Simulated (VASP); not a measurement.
Data:

```xyz
2
Lattice="0.0000 2.3712 2.3712 2.3712 0.0000 2.3712 2.3712 2.3712 0.0000" Properties=species:S:1:pos:R:3 pbc="T T T"
B      0.0000     0.0000     0.0000
As     1.1856     1.1856     1.1856
```

These are LDA (Ceperley-Alder, Perdew-Zunger), VASP's LDA PAW potentials (set 64) (plane waves; VASP) values and carry that method's errors. Settings: 520 eV cut-off, Gaussian smearing of 0.050 eV, potentials B As.

Q: Give the energies of bands 2 to 7 at the high-symmetry points, in eV from the valence-band maximum.

A: 
```
band     Γ      X      U      L      W
----  ----  -----  -----  -----  -----
2     0.00  -8.55  -8.15  -8.92  -8.04
3     0.00  -4.17  -6.12  -1.85  -5.64
4     0.00  -4.17  -3.56  -1.85  -5.34
5     3.28   1.32   1.98   2.82   5.18
6     3.28   1.39   5.53   4.78   5.98
7     3.28  11.44   9.28   4.78   6.74
```

The gap is indirect, 1.10 eV, from the valence maximum at Γ to the conduction minimum at Γ-X at 0.79.

Measured: gap 1.82 eV (computed value off by -0.72 eV), as given by Wikipedia, List of semiconductor materials.

The compound is BAs in the zinc blende structure. It was relaxed first.
